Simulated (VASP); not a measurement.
# Cr2IrSe4 (C2/m) in VASP: further runs

One crystal, Cr2IrSe4, is run at these levels: PBE; tasks: single point.

All numbers are computed with VASP 6.6.1; they aren't measurements. Logs are shortened: lines on timing, memory, paths and dates and some standing lists are left out, and cuts for length are marked.

### Step 1. Starting point

Symmetry: C2/m, No. 12, monoclinic system. Conventional cell: a = 13.225 Å, b = 3.610 Å, c = 6.270 Å, α = 90.00°, β = 117.25°, γ = 90.00°. Ir (site symmetry 2/m) is surrounded by 6 Se at 2.48 to 2.54 Å. Cr (site symmetry m) is surrounded by 6 Se at 2.53 to 2.58 Å. Se (site symmetry m) has 2 Ir at 2.54 Å and 3 Cr at 2.57 to 2.58 Å as nearest neighbours. Se (site symmetry m) has 1 Ir at 2.48 Å and 3 Cr at 2.53 to 2.55 Å as nearest neighbours.

The cell was built by a generator and needn't be a form met in nature.

### Step 2. Single point, PBE

INCAR

```
  PREC = Accurate
  ENCUT = 520
  EDIFF = 1E-7
  ISMEAR = 0
  SIGMA = 0.1671
  LREAL = F
  LASPH = T
  NELM = 80
  ALGO = Normal
  ISIF = 2
  LWAVE = F
  LCHARG = T
  GGA = PE
  LELF = T
  LVHAR = T
  NBANDS = 38
```

KPOINTS

```
Automatic mesh
0
Gamma
  5 3 5
```

POSCAR

```
Cr2IrSe4
1.0
    0.0000000000      3.6101460000      0.0000000000
    6.2702530000      0.0000000000      0.0000000000
   -3.0273810000      1.8050730000     -5.8786890000
Ir Cr Se
1 2 4
Direct
    0.5000000000      0.5000000000      0.0000000000
    0.2420000000      0.7673000000      0.5160000000
    0.7580000000      0.2327000000      0.4840000000
    0.8700000000      0.4780000000      0.2600000000
    0.1300000000      0.5220000000      0.7400000000
    0.3810000000      0.9420000000      0.2380000000
    0.6190000000      0.0580000000      0.7620000000
```

Potentials or basis: VASP PAW PBE potentials, release 64 (Ir, Cr_pv, Se).

Command:

```sh
cat potpaw_PBE.64/Ir/POTCAR potpaw_PBE.64/Cr_pv/POTCAR potpaw_PBE.64/Se/POTCAR > POTCAR
mpirun -np 1 vasp_std > vasp.out
```

OUTCAR:

```text
PREC = Accurate
   ENCUT = 520
   EDIFF = 1E-7
   ISMEAR = 0
   LREAL = F
   LASPH = T
   NELM = 80
   ISIF = 2
   GGA = PE

 ion  position               nearest neighbor table
   1  0.500  0.500  0.000-   6 2.48   7 2.48   4 2.54   5 2.54   5 2.54   4 2.54   3 3.04   2 3.04

   2  0.242  0.767  0.516-   6 2.53   7 2.55   7 2.55   4 2.57   4 2.57   5 2.58   1 3.04
   3  0.758  0.233  0.484-   7 2.53   6 2.55   6 2.55   5 2.57   5 2.57   4 2.58   1 3.04
   4  0.870  0.478  0.260-   1 2.54   1 2.54   2 2.57   2 2.57   3 2.58
   5  0.130  0.522  0.740-   1 2.54   1 2.54   3 2.57   3 2.57   2 2.58
   6  0.381  0.942  0.238-   1 2.48   2 2.53   3 2.55   3 2.55
   7  0.619  0.058  0.762-   1 2.48   3 2.53   2 2.55   2 2.55

  LATTYP: Found a base centered monoclinic cell.
 ALAT       =    13.2248281770
 B/A-ratio  =     0.2729824503
 C/A-ratio  =     0.4741273698
 COS(beta)  =    -0.4578329426

  Lattice vectors:

 A1 = (  -3.0273810000,  -1.8050730000,  -5.8786890000)
 A2 = (  -3.0273810000,   1.8050730000,  -5.8786890000)
 A3 = (   6.2702530000,   0.0000000000,   0.0000000000)

Analysis of symmetry for initial positions (statically):
=====================================================================
 Subroutine PRICEL returns:
 Original cell was already a primitive cell.

 Routine SETGRP: Setting up the symmetry group for a
 base centered monoclinic supercell.

 Subroutine GETGRP returns: Found  4 space group operations
 (whereof  4 operations were pure point group operations)
 out of a pool of  4 trial point group operations.

The static configuration has the point symmetry C_2h.

Analysis of symmetry for dynamics (positions and initial velocities):
=====================================================================
 Subroutine PRICEL returns:
 Original cell was already a primitive cell.

 Routine SETGRP: Setting up the symmetry group for a
 base centered monoclinic supercell.

 Subroutine GETGRP returns: Found  4 space group operations
 (whereof  4 operations were pure point group operations)
 out of a pool of  4 trial point group operations.

The dynamic configuration has the point symmetry C_2h.

 Subroutine INISYM returns: Found  4 space group operations
 (whereof  4 operations are pure point group operations),
 and found     1 'primitive' translations

----------------------------------------------------------------------------------------

                                     Primitive cell

  volume of cell :     133.0731

  direct lattice vectors                    reciprocal lattice vectors
     0.000000000  3.610146000  0.000000000     0.000000000  0.276997108  0.085052977
     6.270253000  0.000000000  0.000000000     0.159483198  0.000000000 -0.082129945
    -3.027381000  1.805073000 -5.878689000     0.000000000  0.000000000 -0.170105954

  length of vectors
     3.610146000  6.270253000  6.854364202     0.289760947  0.179388456  0.170105954

  position of ions in fractional coordinates (direct lattice)
     0.500000000  0.500000000  0.000000000
     0.242000000  0.767300000  0.516000000
     0.758000000  0.232700000  0.484000000
     0.870000000  0.478000000  0.260000000
     0.130000000  0.522000000  0.740000000
     0.381000000  0.942000000  0.238000000
     0.619000000  0.058000000  0.762000000

  ion indices of the primitive-cell ions
   primitive index   ion index
                 1           1
                 2           2
                 3           3
                 4           4
                 5           5
                 6           6
                 7           7

----------------------------------------------------------------------------------------

 KPOINTS: Automatic mesh

Automatic generation of k-mesh.
 Grid dimensions read from file:
 generate k-points for:    5    3    5

 Generating k-lattice:

  Cartesian coordinates                     Fractional coordinates (reciprocal lattice)
     0.000000000  0.055399422  0.017010595     0.200000000  0.000000000  0.000000000
     0.053161066  0.000000000 -0.027376648     0.000000000  0.333333333 -0.000000000
     0.000000000  0.000000000 -0.034021191     0.000000000  0.000000000  0.200000000

  Length of vectors
     0.057952189  0.059796152  0.034021191

  Shift w.r.t. Gamma in fractional coordinates (k-lattice)
     0.000000000  0.000000000  0.000000000

 Subroutine IBZKPT returns following result:
 ===========================================

 Found     24 irreducible k-points:

 Following reciprocal coordinates:
            Coordinates               Weight
  0.000000  0.000000  0.000000      1.000000
  0.200000  0.000000  0.000000      4.000000
  0.400000  0.000000 -0.000000      4.000000
  0.000000  0.333333  0.000000      2.000000
  0.200000  0.333333  0.000000      4.000000
  0.400000  0.333333  0.000000      4.000000
[... 16 lines left out ...]
 -0.200000  0.333333  0.400000      4.000000
  0.000000 -0.333333  0.400000      2.000000
   k-points           NKPTS =     24   k-points in BZ     NKDIM =     24   number of bands    NBANDS=     38
   number of dos      NEDOS =    301   number of ions     NIONS =      7
   total plane-waves  NPLWV =  72576
   dimension x,y,z NGX =    28 NGY =   48 NGZ =   54
   dimension x,y,z NGXF=    56 NGYF=   96 NGZF=  108
   ions per type =               1   2   4
   NGX,Y,Z   is equivalent  to a cutoff of  12.89, 12.73, 13.10 a.u.
   NGXF,Y,Z  is equivalent  to a cutoff of  25.79, 25.45, 26.19 a.u.
 SYSTEM =  unknown system
   PREC   = accura    normal or accurate (medium, high low for compatibility)
   ISTART =      0    job   : 0-new  1-cont  2-samecut
   ICHARG =      2    charge: 1-file 2-atom 10-const
   ISPIN  =      1    spin polarized calculation?
   LNONCOLLINEAR =      F non collinear calculations
   LSORBIT =      F    spin-orbit coupling
   LASPH  =      T    aspherical Exc in radial PAW
   ENCUT  =  520.0 eV  38.22 Ry    6.18 a.u.   6.71 11.66 12.74*2*pi/ulx,y,z
   NELM   =     80;   NELMIN=  2; NELMDL= -5     # of ELM steps
   EDIFF  = 0.1E-06   stopping-criterion for ELM
   LREAL  =      F    real-space projection
   EDIFFG = 0.1E-05   stopping-criterion for IOM
   NSW    =      0    number of steps for IOM
   IBRION =     -1    ionic relax: 0-MD 1-quasi-New 2-CG
   NFREE  =      0    steps in history (QN), initial steepest desc. (CG)
   ISIF   =      2    stress and relaxation
   ISYM   =      2    0-nonsym 1-usesym 2-fastsym
   POTIM  = 0.5000    time-step for ionic-motion
   TEBEG  =    0.0;   TEEND  =   0.0 temperature during run
   PSTRESS=    0.0 pullay stress
   NELECT =      57.0000    total number of electrons
   NUPDOWN=      -1.0000    fix difference up-down
   EMIN   =  10.00;   EMAX   =-10.00  energy-range for DOS
   EFERMI =   0.00;   METHOD = LEGACY
   ISMEAR =     0;   SIGMA  =   0.17  broadening in eV -4-tet -1-fermi 0-gaus
   EFERMI_NEDOS =   21; number of points for ismear=-14 and -15
   IALGO  =     38    algorithm
   IMIX   =      4    mixing-type and parameters
     AMIX     =   0.40;   BMIX     =  1.00
     AMIX_MAG =   1.60;   BMIX_MAG =  1.00
  volume/ion in A,a.u.               =      19.01       128.29
  Fermi-wavevector in a.u.,A,eV,Ry     =   1.234060  2.332036 20.720375  1.522905
  Thomas-Fermi vector in A             =   2.368765
   LORBIT       =      0    0 simple, 1 ext, 2 COOP (PROOUT), +10 PAW based schemes
   GGA     = PE    functional components
   LHFCALC =     F    Hartree Fock is set to
   AEXX    =    0.0000 exact exchange contribution
   IVDW    =     0    specifies the selected vdW correction
   LEPSILON=     F    determine dielectric tensor
   LRPA    =     F    only Hartree local field effects (RPA)
 non-spin polarized calculation
 Gauss-broadening in eV      SIGMA  =   0.17
  energy-cutoff  :      520.00
  volume of cell :      133.07
 maximum number of plane-waves:      3610
   NGX = 13   NGY = 23   NGZ = 25

 number of electron      56.9999987 magnetization

 Free energy of the ion-electron system (eV)
  ---------------------------------------------------
  ext. energy  EPLUGINS =         0.00000000
  ---------------------------------------------------
  free energy    TOTEN  =       -42.21099449 eV

  energy without entropy =      -42.00848638  energy(sigma->0) =      -42.10974044

 E-fermi :   6.1909     XC(G=0): -10.7920

 val. band max:        6.1809909240   @ k =  -0.2000   0.3333   0.0000
 cond. band min:       6.1931936461   @ k =   0.0000   0.3333   0.0000
 fundamental gap:      0.0122027221
 Fermi energy:         6.1908783432

 k-point     1 :       0.0000    0.0000    0.0000
  band No.  band energies     occupation
      1     -37.1151      2.00000
      2     -37.1119      2.00000
      3     -37.0654      2.00000
      4     -37.0605      2.00000
      5     -37.0274      2.00000
      6     -37.0078      2.00000
[... 30 lines left out ...]
     37       9.0550      0.00000
     38       9.6379      0.00000

 k-point     2 :       0.2000    0.0000    0.0000
  band No.  band energies     occupation
      1     -37.1142      2.00000
      2     -37.1116      2.00000
      3     -37.0696      2.00000
      4     -37.0657      2.00000
      5     -37.0250      2.00000
      6     -37.0092      2.00000
[... 30 lines left out ...]
     37       9.0693      0.00000
     38      10.9193      0.00000

 k-point     3 :       0.4000    0.0000   -0.0000
  band No.  band energies     occupation
      1     -37.1124      2.00000
      2     -37.1114      2.00000
      3     -37.0759      2.00000
      4     -37.0744      2.00000
      5     -37.0194      2.00000
      6     -37.0133      2.00000
[... 30 lines left out ...]
     37       8.9034      0.00000
     38      10.6990      0.00000

 k-point     4 :       0.0000    0.3333    0.0000
  band No.  band energies     occupation
      1     -37.1145      2.00000
      2     -37.1125      2.00000
      3     -37.0644      2.00000
      4     -37.0615      2.00000
      5     -37.0231      2.00000
      6     -37.0121      2.00000
[... 30 lines left out ...]
     37       8.7997      0.00000
     38      10.1738      0.00000
[... 703 lines left out ...]
      4     -37.0615      2.00000
      5     -37.0231      2.00000
      6     -37.0121      2.00000
[... 30 lines left out ...]
     37       9.0181      0.00000
     38      11.3345      0.00000

 k-point    23 :      -0.2000    0.3333    0.4000
  band No.  band energies     occupation
      1     -37.1137      2.00000
      2     -37.1121      2.00000
      3     -37.0690      2.00000
      4     -37.0666      2.00000
      5     -37.0213      2.00000
      6     -37.0125      2.00000
[... 30 lines left out ...]
     37       8.6997      0.00000
     38      10.8904      0.00000

 k-point    24 :       0.0000   -0.3333    0.4000
  band No.  band energies     occupation
      1     -37.1144      2.00000
      2     -37.1125      2.00000
      3     -37.0644      2.00000
      4     -37.0615      2.00000
      5     -37.0231      2.00000
      6     -37.0121      2.00000
[... 30 lines left out ...]
     37       9.0063      0.00000
     38      10.6763      0.00000

------------------------ aborting loop because EDIFF is reached ----------------------------------------

  FORCE on cell =-STRESS in cart. coord.  units (eV):
  Direction    XX          YY          ZZ          XY          YZ          ZX
  --------------------------------------------------------------------------------------
  -------------------------------------------------------------------------------------
  Total       -3.9647685     -2.8831169     -5.5171206      0.0000000      0.0000000     -0.9469987
  in kB      -47.7351296    -34.7122304    -66.4251801      0.0000000      0.0000000    -11.4017012
  external PRESSURE =     -49.6241800 kB  Pullay stress =       0.0000000 kB

 VOLUME and BASIS-vectors are now :
 -----------------------------------------------------------------------------
  energy-cutoff  :      520.00
  volume of cell :      133.07
      direct lattice vectors                 reciprocal lattice vectors
     0.000000000  3.610146000  0.000000000     0.000000000  0.276997108  0.085052977
     6.270253000  0.000000000  0.000000000     0.159483198  0.000000000 -0.082129945
    -3.027381000  1.805073000 -5.878689000     0.000000000  0.000000000 -0.170105954

 POSITION                                       TOTAL-FORCE (eV/Angst)
 -----------------------------------------------------------------------------------
      3.13513      1.80507      0.00000        -0.000000      0.000000      0.000000
      3.24904      1.80507     -3.03340         1.254400     -0.000000     -0.036628
     -0.00616      3.61015     -2.84529        -1.254400      0.000000      0.036628
      2.21006      3.61015     -1.52846        -0.813821      0.000000     -0.684021
      1.03281      1.80507     -4.35023         0.813821     -0.000000      0.684021
      5.18606      1.80507     -1.39913         0.895900      0.000000     -0.784229
     -1.94319      3.61015     -4.47956        -0.895900      0.000000      0.784229
 -----------------------------------------------------------------------------------
    total drift:                               -0.000000      0.000000     -0.000000

  FREE ENERGIE OF THE ION-ELECTRON SYSTEM (eV)
  ---------------------------------------------------
  free  energy   TOTEN  =       -42.2109944913 eV

  energy  without entropy=      -42.0084863819  energy(sigma->0) =      -42.10974044
```

It took 2 min on 1 thread of Intel Xeon 6975P-C (Granite Rapids), shared host; peak memory 0.31 GiB.

Results:

| Item | Value |
| --- | --- |
| Free energy | -42.2110 eV |
| Pressure | -5.0 GPa |
| Largest force | 1.255 eV/Å |
| Band gap on the k mesh | none (metal or under the smearing width) |

Forces in eV/Å, atoms in the order of the input:
```
Ir   0.000  0.000  0.000
Cr   1.254  0.000 -0.037
Cr  -1.254  0.000  0.037
Se  -0.814  0.000 -0.684
Se   0.814  0.000  0.684
Se   0.896  0.000 -0.784
Se  -0.896  0.000  0.784
```

Stress tensor (GPa, compression positive):
```
-4.77  0.00 -1.14
 0.00 -3.47  0.00
-1.14  0.00 -6.64
```

Levels at points of the mesh, in eV from the Fermi level:
```
           k point  band 25  band 26  band 27  band 28  band 29  band 30  band 31  band 32
(0.00, 0.00, 0.00)    -0.90    -0.82    -0.66    -0.59     0.01     0.04     0.30     0.31
```

Caveat: the k mesh is coarse (spacing up to 0.38 Å⁻¹), so the values aren't converged; the run has no spin polarisation, though such a crystal can be magnetic; forces of over 1 eV/Å show positions far from the minimum, so gaps and moduli don't describe the material at rest. With open d or f shells a metallic result of PBE can be an artefact of self-interaction; +U or a hybrid may open a gap.

[end of part 1 of 2]
